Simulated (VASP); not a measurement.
Output of a VASP run:

### OSZICAR
```
       N       E                     dE             d eps       ncg     rms          rms(c)
DAV:   1     0.363383109668E+00    0.36338E+00   -0.69331E+02  1655   0.409E+02
DAV:   2    -0.193798137363E+01   -0.23014E+01   -0.22434E+01  2415   0.587E+01
DAV:   3    -0.204315785485E+01   -0.10518E+00   -0.10479E+00  1980   0.884E+00
DAV:   4    -0.204538438983E+01   -0.22265E-02   -0.22089E-02  2220   0.126E+00
DAV:   5    -0.204540528152E+01   -0.20892E-04   -0.20857E-04  2000   0.113E-01    0.192E-01
DAV:   6    -0.204460243372E+01    0.80285E-03   -0.43244E-04  2855   0.132E-01    0.112E-01
DAV:   7    -0.204425041248E+01    0.35202E-03   -0.10275E-03  2945   0.205E-01    0.324E-02
DAV:   8    -0.204425273515E+01   -0.23227E-05   -0.25172E-05  1815   0.640E-02    0.149E-03
DAV:   9    -0.204425305319E+01   -0.31804E-06   -0.14991E-06  2080   0.154E-02    0.873E-04
DAV:  10    -0.204425318728E+01   -0.13409E-06   -0.26056E-07  1685   0.425E-03    0.265E-03
DAV:  11    -0.204425307199E+01    0.11529E-06   -0.99185E-08   885   0.300E-03    0.880E-05
DAV:  12    -0.204425307360E+01   -0.16054E-08   -0.25609E-08   860   0.232E-03
   1 F= -.20442531E+01 E0= -.20442531E+01  d E =0.000000E+00
```

File OUTCAR:
```
------------------------ aborting loop because EDIFF is reached ----------------------------------------
  FORCE on cell =-STRESS in cart. coord.  units (eV):
  Direction    XX          YY          ZZ          XY          YZ          ZX
  --------------------------------------------------------------------------------------
  Total        0.0000523      0.0000523      0.0000523      0.0000000      0.0000000      0.0000000
  in kB        0.0044444      0.0044444      0.0044444      0.0000000      0.0000000      0.0000000
  external PRESSURE =       0.0044444 kB  Pullay stress =       0.0000000 kB
  volume of cell :       18.85
      direct lattice vectors                 reciprocal lattice vectors
    -1.676674031  1.676674031  1.676674031     0.000000000  0.298209426  0.298209426
     1.676674031 -1.676674031  1.676674031     0.298209426  0.000000000  0.298209426
     1.676674031  1.676674031 -1.676674031     0.298209426  0.298209426  0.000000000
 POSITION                                       TOTAL-FORCE (eV/Angst)
 -----------------------------------------------------------------------------------
      0.00000      0.00000      0.00000         0.000000      0.000000      0.000000
 -----------------------------------------------------------------------------------
    total drift:                                0.000000      0.000000     -0.000000
  FREE ENERGIE OF THE ION-ELECTRON SYSTEM (eV)
  ---------------------------------------------------
  free  energy   TOTEN  =        -2.0442530736 eV

  energy  without entropy=       -2.0442530736  energy(sigma->0) =       -2.04425307

 total charge

# of ion       s       p       d       tot
------------------------------------------
    1        2.035   0.054   0.000   2.089
```
(Selected blocks of OUTCAR.)

**POSCAR**
```
Li
1
   -1.6766740308     1.6766740308     1.6766740308
    1.6766740308    -1.6766740308     1.6766740308
    1.6766740308     1.6766740308    -1.6766740308
Li
1
Direct
  0.0000000000   0.0000000000   0.0000000000
```

### Question
Write an INCAR and KPOINTS that could have produced this output.

### Answer
One answer among several that fit: the input of the run itself, LDA (Ceperley-Alder, Perdew-Zunger), plane waves, VASP's LDA PAW potentials (set 64).

**INCAR**
```
SYSTEM = Li
PREC = Accurate
ENCUT = 520
EDIFF = 1E-7
NELM = 100
ALGO = Normal
LREAL = .FALSE.
LASPH = .TRUE.
ISMEAR = -5
LWAVE = .FALSE.
LCHARG = .TRUE.
LORBIT = 11
NEDOS = 601
ISIF = 2
```

KPOINTS:
```
Regular mesh
0
gamma
17 17 17
```

POTCAR, in this order: Li_sv (LDA.64 set). Program: vasp_std.

For a metal the tetrahedron method with Blöchl corrections gives inexact stress and forces.

The compound is Li in the bcc structure. It was relaxed first, which changed the volume by -11 %.
